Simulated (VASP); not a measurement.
The system is C.

```
C
1.0
     2.46100    0.00000    0.00000
    -1.23050    2.13129    0.00000
     0.00000    0.00000    9.39120
C
4
Direct
  0.00000 0.00000 0.25000
  0.33333 0.66667 0.25000
  0.00000 0.00000 0.75000
  0.66667 0.33333 0.75000
```

The cell was built by a generator and needn't be a form met in nature.

Base run:

| Item | Value |
| --- | --- |
| Program | VASP 6.6.1 |
| Functional | PBEsol |
| Potentials or basis | VASP PAW PBE potentials, release 64 (C) |
| Cutoff | 520 eV |
| k mesh | 16 × 16 × 4 |
| Occupations | fermi-dirac, width 0.05 eV |
| Spin | no spin polarisation |

Its results: band gap on the k mesh 1.17 eV, direct; pressure -0.1 GPa.

Question: After a change of settings the same cell gave: band gap on the k mesh 1.16 eV, direct; pressure 0.7 GPa. Which change was it?
A. functional from PBEsol to r2SCAN
B. functional from PBEsol to vdW-DF
C. functional from PBEsol to SCAN; dispersion from none to rVV10
D. functional from PBEsol to optB88-vdW

Answer: D.

Caveats: the PAW data sets were made with another functional, which shifts forces and pressure a little; this functional lacks dispersion, which binds the layers, so the pressure and a relaxed spacing across them are unreliable (some runs).
